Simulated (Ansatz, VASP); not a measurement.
## Li4FeN2: VASP beside Ansatz

File INCAR:

```
  PREC = Accurate
  ENCUT = 520
  EDIFF = 1E-7
  ISMEAR = -1
  SIGMA = 0.05
  LREAL = False
  LASPH = True
  NELM = 100
  ALGO = Normal
  ISIF = 2
  LWAVE = False
  LCHARG = True
  ISPIN = 2
  MAGMOM = 3 0 0 0 0 0 0
  LORBIT = 11
  LMAXMIX = 4
  GGA = PE
  LELF = True
  LVHAR = True
  NBANDS = 28
```

Contents of KPOINTS:

```
Automatic mesh
0
Gamma
  9 9 9
```

File POSCAR:

```
Li4FeN2
1.0
   -1.8032640000      3.1626220000      4.0741340000
    1.8032640000     -3.1626220000      4.0741340000
    1.8032640000      3.1626220000     -4.0741340000
Fe N Li
1 2 4
Direct
    0.0000000000      0.0000000000      0.0000000000
    0.2231970000      0.2231970000      0.0000000000
    0.7768030000      0.7768030000      0.0000000000
    0.9174160000      0.2516560000      0.6657600000
    0.0825840000      0.7483440000      0.3342400000
    0.4141040000      0.7483440000      0.6657600000
    0.5858960000      0.2516560000      0.3342400000
```

input.yaml

```yaml
crystal:
  lattice:
    - [-1.803264, 3.162622, 4.074134]
    - [1.803264, -3.162622, 4.074134]
    - [1.803264, 3.162622, -4.074134]
  atoms:
    - { symbol: Fe, position: [0.0, 0.0, 0.0], spin: 3.0 }
    - { symbol: "N", position: [0.223197, 0.223197, 0.0] }
    - { symbol: "N", position: [0.776803, 0.776803, 0.0] }
    - { symbol: Li, position: [0.917416, 0.251656, 0.66576] }
    - { symbol: Li, position: [0.082584, 0.748344, 0.33424] }
    - { symbol: Li, position: [0.414104, 0.748344, 0.66576] }
    - { symbol: Li, position: [0.585896, 0.251656, 0.33424] }
hamiltonian:
  xc: pbe
  pseudopotentials: { kind: paw }
magnetization:
  spin_polarized: true
kpoints:
  mp_grid: { grid: [9, 9, 9] }
scf:
  occupations: { method: fermi_dirac, width: 0.05 }
output:
  forces: true
  stress: true
  eigenvalues: true
```

The cell comes from a database or a generator and needn't be the stable form of this composition.

Alike in both runs: task single point; functional PBE; k mesh 9 × 9 × 9; occupations fermi-dirac, width 0.05 eV; collinear spin, ferromagnetic start.

|  | VASP | Ansatz |
| --- | --- | --- |
| version | VASP 6.6.1 | Ansatz 0.2.0 |
| potentials or method | VASP PAW PBE potentials, release 64 (Fe, N, Li_sv) | Ansatz PAW |
| plane-wave cutoff (eV) | 520 | 420 |
| valence electrons in the cell | 30 | 38 |

|  | VASP | Ansatz | Ansatz less VASP |
| --- | --- | --- | --- |
| gap on the k mesh at the Fermi level (eV) | none | none | - |
| rms of the force components (eV/Å) | 0.041 | 0.044 | +0.0032 |
| net moment per atom (μB) | 0.51 | 0.52 | +0.004 |
| size of the moment on the site where the two differ most (μB) | 3.05 | 2.67 | -0.381 |

Site moments also hang on the region over which each program counts them. Atom by atom the forces differ by 0.027 eV/Å (rms over components). A gap of «none» marks a metal or a gap that the smearing closes. With one functional, cell and mesh, what is left measures potentials, basis and numerics. The two sets of potentials don't hold the same shells in valence.

Caveats: a cell with one magnetic atom can't hold antiferromagnetic order, which such compounds often take. With open d or f shells a metallic result of PBE can be an artefact of self-interaction; +U or a hybrid may open a gap.
